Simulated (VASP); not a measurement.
Computed with PBEsol GGA, VASP's PBE PAW potentials (set 64) (plane waves; VASP).

A VASP calculation is set up with these files.

**KPOINTS**
```
Automatic
0
gamma
  6 6 6
0 0 0
```

### POSCAR
```
CdSe
1
    0.0000000000     3.0493920000     3.0493920000
    3.0493920000     0.0000000000     3.0493920000
    3.0493920000     3.0493920000     0.0000000000
Cd Se
1 1
Direct
  0.0000000000   0.0000000000   0.0000000000
  0.7500000000   0.7500000000   0.7500000000
```

**INCAR**
```
# general
SYSTEM   =  CdSe
PREC     =  Accurate
ENCUT    =  240   # plane-wave cut-off (eV)
LREAL    =  F
LASPH    =  T

# electronic loop
EDIFF    =  1E-6
NELM     =  100   # most electronic steps
ALGO     =  Normal   # blocked Davidson
LMAXMIX  =  4   # l cut-off of mixed one-centre charges

# smearing
ISMEAR   =  0
SIGMA    =  0.01

# functional
GGA      =  PS   # PBEsol

# ions
ISIF     =  2   # forces and stress, cell fixed

# output
LWAVE    =  F
LCHARG   =  F
```

POTCAR, in this order: Cd Se (PBE.64 set). Program: vasp_std.

Output

### OSZICAR
```
       N       E                     dE             d eps       ncg     rms          rms(c)
DAV:   1     0.572151989875E+02    0.57215E+02   -0.60594E+03   440   0.659E+02
DAV:   2    -0.473610294497E+01   -0.61951E+02   -0.60298E+02   501   0.194E+02
DAV:   3    -0.652787161252E+01   -0.17918E+01   -0.17891E+01   481   0.331E+01
DAV:   4    -0.653492847997E+01   -0.70569E-02   -0.70565E-02   466   0.208E+00
DAV:   5    -0.653496641545E+01   -0.37935E-04   -0.37935E-04   466   0.145E-01    0.521E+00
DAV:   6    -0.615071292453E+01    0.38425E+00   -0.82600E-01   454   0.121E+01    0.384E+00
DAV:   7    -0.613336108574E+01    0.17352E-01   -0.15454E-01   451   0.293E+00    0.188E+00
DAV:   8    -0.613237205317E+01    0.98903E-03   -0.13670E-02   421   0.148E+00    0.195E-01
DAV:   9    -0.613219829563E+01    0.17376E-03   -0.20593E-03   471   0.628E-01    0.437E-02
DAV:  10    -0.613222010175E+01   -0.21806E-04   -0.17314E-04   426   0.163E-01    0.333E-02
DAV:  11    -0.613224242266E+01   -0.22321E-04   -0.50170E-05   421   0.605E-02    0.138E-02
DAV:  12    -0.613223988837E+01    0.25343E-05   -0.86205E-06   456   0.338E-02    0.402E-03
DAV:  13    -0.613224010667E+01   -0.21831E-06   -0.90226E-07   306   0.635E-03
   1 F= -.61322401E+01 E0= -.61322401E+01  d E =-.221173E-49
```

File OUTCAR:
```
------------------------ aborting loop because EDIFF is reached ----------------------------------------
  FORCE on cell =-STRESS in cart. coord.  units (eV):
  Direction    XX          YY          ZZ          XY          YZ          ZX
  --------------------------------------------------------------------------------------
  Total       -2.7947731     -2.7947731     -2.7947731      0.0000000      0.0000000      0.0000000
  in kB      -78.9564053    -78.9564053    -78.9564053      0.0000000      0.0000000      0.0000000
  external PRESSURE =     -78.9564053 kB  Pullay stress =       0.0000000 kB
  volume of cell :       56.71
      direct lattice vectors                 reciprocal lattice vectors
     0.000000000  3.049392000  3.049392000    -0.163967112  0.163967112  0.163967112
     3.049392000  0.000000000  3.049392000     0.163967112 -0.163967112  0.163967112
     3.049392000  3.049392000  0.000000000     0.163967112  0.163967112 -0.163967112
  FREE ENERGIE OF THE ION-ELECTRON SYSTEM (eV)
  ---------------------------------------------------
  free  energy   TOTEN  =        -6.1322401067 eV

  energy  without entropy=       -6.1322401067  energy(sigma->0) =       -6.13224011
```
(Selected blocks of OUTCAR.)

**OUTCAR**
```
 val. band max:        0.7424814570   @ k =   0.0000   0.0000   0.0000

 cond. band min:       1.2137513758   @ k =   0.0000   0.0000   0.0000


 Fermi energy:         0.8448930061

 k-point     1 :       0.0000    0.0000    0.0000
  band No.  band energies     occupation
      1     -11.8245      2.00000
      2      -7.2331      2.00000
      3      -7.2331      2.00000
      4      -7.2331      2.00000
      5      -6.8663      2.00000
      6      -6.8663      2.00000
      7       0.7425      2.00000
      8       0.7425      2.00000
      9       0.7425      2.00000
     10       1.2138      0.00000
     11       6.6049      0.00000
     12       6.6049      0.00000
     13       6.6049      0.00000

 k-point     2 :       0.1667    0.0000    0.0000
  band No.  band energies     occupation
      1     -11.7333      2.00000
      2      -7.1918      2.00000
      3      -7.1918      2.00000
      4      -7.1269      2.00000
      5      -6.8499      2.00000
      6      -6.8499      2.00000
      7      -0.9902      2.00000
      8       0.5389      2.00000
      9       0.5389      2.00000
     10       2.5581      0.00000
     11       6.3515      0.00000
     12       6.9293      0.00000
     13       6.9293      0.00000

 k-point     3 :       0.3333    0.0000    0.0000
  band No.  band energies     occupation
      1     -11.5483      2.00000
      2      -7.1448      2.00000
      3      -7.1448      2.00000
      4      -6.8419      2.00000
      5      -6.8419      2.00000
      6      -6.8419      2.00000
      7      -2.7935      2.00000
      8       0.1691      2.00000
      9       0.1692      2.00000
     10       3.0428      0.00000
     11       7.1747      0.00000
     12       7.1747      0.00000
     13       7.1920      0.00000

 k-point     4 :       0.5000    0.0000    0.0000
  band No.  band energies     occupation
      1     -11.4548      2.00000
      2      -7.1238      2.00000
      3      -7.1238      2.00000
...
```

At this cut-off the stress carries a Pulay error, which pulls relaxed volumes low.

The structure comes from a computed database's CdSe entry; how it stands against other phases isn't given here. The cell was not relaxed at this level. The run is one of a series of settings (ENCUT = 240, KPOINTS 6×6×6 Γ-centred mesh against the base run), some of them coarse on purpose.
